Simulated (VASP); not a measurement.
## Zn: relaxation of cell and atoms with PBEsol

The system is Zn.

```xyz
2
Lattice="2.6014 0.0000 0.0000 -1.3007 2.2529 0.0000 0.0000 0.0000 4.8855" Properties=species:S:1:pos:R:3 pbc="T T T"
Zn    0.0000    1.5019    1.2214
Zn    1.3007    0.7510    3.6641
```

```json
{"Program": "VASP 6.6.1", "Task": "relaxation of cell and atoms", "Functional": "PBEsol", "Potentials or basis": "VASP PAW PBE potentials, release 64 (Zn)", "Cutoff": "600 eV", "k mesh": "21 × 21 × 9", "Occupations": "methfessel-paxton, width 0.1 eV", "Spin": "no spin polarisation", "Further INCAR settings": "ALGO = Normal; EDIFF = 1e-07; IBRION = 2; EDIFFG = -0.005; NSW = 90; ISIF = 3"}
```

```json
{"Relaxed volume": "14.29 Å³/atom", "Relaxed cell": "a = 2.601 Å, b = 2.601 Å, c = 4.877 Å, α = 90.00°, β = 90.00°, γ = 120.00°", "Space group after relaxing (to 0.05 Å)": "P6_3/mmc (No. 194)", "Energy gained by relaxing": "0.0 meV/atom", "Ionic steps": "7", "Pressure after relaxing": "0.0 GPa", "Band gap on the k mesh": "none (metal or under the smearing width)"}
```

Final structure:
```
Zn
1.0
     2.60101    0.00000    0.00000
    -1.30050    2.25254    0.00000
     0.00000    0.00000    4.87698
Zn
2
Cartesian
  0.0000 1.5017 1.2192
  1.3005 0.7508 3.6577
```

Levels at points of the mesh, in eV from the Fermi level:
```tsv
k point	band 8	band 9	band 10	band 11	band 12	band 13	band 14	band 15	band 16
(0.00, 0.00, 0.00)	-7.38	-7.38	-7.16	-7.16	-4.02	-3.10	13.84	17.62	18.46
```

Wall time 2.3 min on 1 thread of Intel(R) Xeon(R) 6975P-C (Granite Rapids), on a shared host, peak memory 0.25 GiB.

Caveat: the PAW data sets were made with another functional, which shifts forces and pressure a little.
